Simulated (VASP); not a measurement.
OSZICAR of a VASP run on MgS (rock salt):

### OSZICAR
```
       N       E                     dE             d eps       ncg     rms          rms(c)
DAV:   1     0.263370455168E+02    0.26337E+02   -0.37947E+03   488   0.820E+02
DAV:   2    -0.524128556286E+01   -0.31578E+02   -0.30457E+02   632   0.109E+02
DAV:   3    -0.623994002380E+01   -0.99865E+00   -0.99865E+00   584   0.264E+01
DAV:   4    -0.624381478474E+01   -0.38748E-02   -0.38748E-02   728   0.191E+00
DAV:   5    -0.624382425555E+01   -0.94708E-05   -0.94708E-05   600   0.670E-02    0.438E+00
DAV:   6    -0.587821959765E+01    0.36560E+00   -0.98959E-01   504   0.495E+00    0.351E+00
DAV:   7    -0.584443874453E+01    0.33781E-01   -0.23432E-01   600   0.262E+00    0.243E+00
DAV:   8    -0.584633632489E+01   -0.18976E-02   -0.14629E-02   536   0.112E+00    0.990E-01
DAV:   9    -0.584615545259E+01    0.18087E-03   -0.62866E-04   560   0.211E-01    0.275E-01
DAV:  10    -0.584620288992E+01   -0.47437E-04   -0.15764E-04   640   0.875E-02    0.156E-02
DAV:  11    -0.584620008094E+01    0.28090E-05   -0.24047E-05   544   0.259E-02    0.608E-03
DAV:  12    -0.584620023269E+01   -0.15175E-06   -0.50403E-07   320   0.640E-03
   1 F= -.58462002E+01 E0= -.58462002E+01  d E =-.584620E+01
       N       E                     dE             d eps       ncg     rms          rms(c)
DAV:   1    -0.584643553047E+01   -0.23545E-03   -0.41156E-03   528   0.419E-01    0.117E-01
DAV:   2    -0.584625776152E+01    0.17777E-03   -0.51532E-04   472   0.121E-01    0.378E-02
DAV:   3    -0.584623934890E+01    0.18413E-04   -0.10760E-04   536   0.578E-02    0.264E-02
DAV:   4    -0.584623941225E+01   -0.63351E-07   -0.73415E-07   400   0.776E-03
   2 F= -.58462394E+01 E0= -.58462394E+01  d E =-.391796E-04
```

Which electronic solver shows in the log?

It is blocked Davidson (ALGO = Normal, or the opening steps of other solvers). The INCAR had ALGO = Normal.

Can the final energy be trusted as converged?

The calculation finished and met its thresholds. It stopped with EDIFF = 1E-6, NELM = 100, NSW = 60 and EDIFFG = -0.01 after 2 ionic steps (optB86b-vdW, plane waves, VASP's PBE PAW potentials (set 64)).

The compound is MgS in the rock salt structure. This run relaxes it. Symmetry was kept, so distortions that lower it aren't found.
